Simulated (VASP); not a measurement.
OSZICAR of a VASP run on Al (fcc):

File OSZICAR:
```
       N       E                     dE             d eps       ncg     rms          rms(c)
DAV:   1    -0.176332846979E+01   -0.17633E+01   -0.88318E+02  1545   0.322E+02
DAV:   2    -0.374489348020E+01   -0.19816E+01   -0.18049E+01  1960   0.290E+01
DAV:   3    -0.376130677595E+01   -0.16413E-01   -0.16411E-01  1850   0.315E+00
DAV:   4    -0.376136481045E+01   -0.58035E-04   -0.58034E-04  1920   0.183E-01
DAV:   5    -0.376136514614E+01   -0.33569E-06   -0.33560E-06  1970   0.117E-02    0.140E+00
DAV:   6    -0.374770997164E+01    0.13655E-01   -0.13726E-03  1680   0.283E-01    0.816E-01
DAV:   7    -0.373776780097E+01    0.99422E-02   -0.41952E-03  1690   0.461E-01    0.157E-01
DAV:   8    -0.373776506138E+01    0.27396E-05   -0.22916E-05  1850   0.519E-02    0.144E-02
DAV:   9    -0.373776342512E+01    0.16363E-05   -0.93059E-07  1740   0.713E-03    0.110E-03
DAV:  10    -0.373776314111E+01    0.28401E-06   -0.48446E-09  1005   0.829E-04
   1 F= -.27659846E+01 E0= -.27660823E+01  d E =-.276598E+01
       N       E                     dE             d eps       ncg     rms          rms(c)
DAV:   1    -0.368115498053E+01    0.56608E-01   -0.22343E-01  1810   0.317E+00    0.426E-01
DAV:   2    -0.368026503763E+01    0.88994E-03   -0.12693E-03  1550   0.319E-01    0.151E-01
DAV:   3    -0.367966642808E+01    0.59861E-03   -0.13589E-04  1830   0.769E-02    0.476E-02
DAV:   4    -0.367961807227E+01    0.48356E-04   -0.17615E-05  1755   0.271E-02    0.307E-02
DAV:   5    -0.367961794550E+01    0.12676E-06   -0.18982E-07  1040   0.449E-03
   2 F= -.27731117E+01 E0= -.27732120E+01  d E =-.712713E-02
       N       E                     dE             d eps       ncg     rms          rms(c)
DAV:   1    -0.370648260106E+01   -0.26865E-01   -0.27199E-02  1810   0.110E+00    0.148E-01
DAV:   2    -0.370636540685E+01    0.11719E-03   -0.15884E-04  1555   0.112E-01    0.536E-02
DAV:   3    -0.370628486093E+01    0.80546E-04   -0.16872E-05  1805   0.269E-02    0.158E-02
DAV:   4    -0.370627751627E+01    0.73447E-05   -0.19163E-06  1720   0.890E-03    0.105E-02
DAV:   5    -0.370627756162E+01   -0.45350E-07   -0.24793E-08   850   0.156E-03
   3 F= -.27766934E+01 E0= -.27767550E+01  d E =-.107088E-01
```

**Question.** Which electronic solver shows in the log?

**Answer.** It is blocked Davidson (ALGO = Normal, or the opening steps of other solvers). The INCAR had ALGO = Normal.

**Question.** Can the final energy be trusted as converged?

**Answer.** The calculation finished and met its thresholds. It stopped with EDIFF = 1E-6, NELM = 100, NSW = 40 and EDIFFG = -0.02 after 3 ionic steps (PBE GGA, plane waves, VASP's PBE PAW potentials (set 64)). Energy and stress use the plane-wave basis of the starting cell.

The compound is Al in the fcc structure. This run relaxes it under an external pressure of 10 GPa. Symmetry was kept, so distortions that lower it aren't found.
